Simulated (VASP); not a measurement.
Here is the system:

```
WS2
1.0
    1.58536    -2.74593     0.00000
    1.58536     2.74593     0.00000
    0.00000     0.00000    15.90209
W S
2 4
Direct
  0.33333   0.66667   0.25000
  0.66667   0.33333   0.75000
  0.33333   0.66667   0.84791
  0.66667   0.33333   0.34791
  0.66667   0.33333   0.15209
  0.33333   0.66667   0.65209
```

Method: revPBE GGA, VASP's PBE PAW potentials (set 64) (plane waves; VASP). Numerical set-up: 520 eV cut-off, 8×8×2 Γ-centred mesh, Gaussian smearing of 0.050 eV, potentials W_sv S.

Without a dispersion term in the relaxation, distances and binding between the weakly bound layers, chains or molecules are unreliable, and so is what depends on them.

Q: The ions and cell shape at fixed volume are relaxed. Give the cell that the relaxation ends in.

A: 
```
WS2
1.0
    1.60119    -2.77333     0.00000
    1.60119     2.77333     0.00000
    0.00000     0.00000    15.58933
W S
2 4
Direct
  0.33333   0.66667   0.25000
  0.66667   0.33333   0.75000
  0.33333   0.66667   0.85084
  0.66667   0.33333   0.35084
  0.66667   0.33333   0.14916
  0.33333   0.66667   0.64916
```
Space group P6_3/mmc (194), at a tolerance of 0.03 Å.

Q: How much energy does the relaxation gain?

A: The energy (σ→0) changes by -7.7 meV/atom, in 8 ionic steps.

The compound is WS2 in the 2H layered structure. This cell is one point of a volume scan, at 0.97 of the reference volume. Symmetry was kept, so distortions that lower it aren't found.
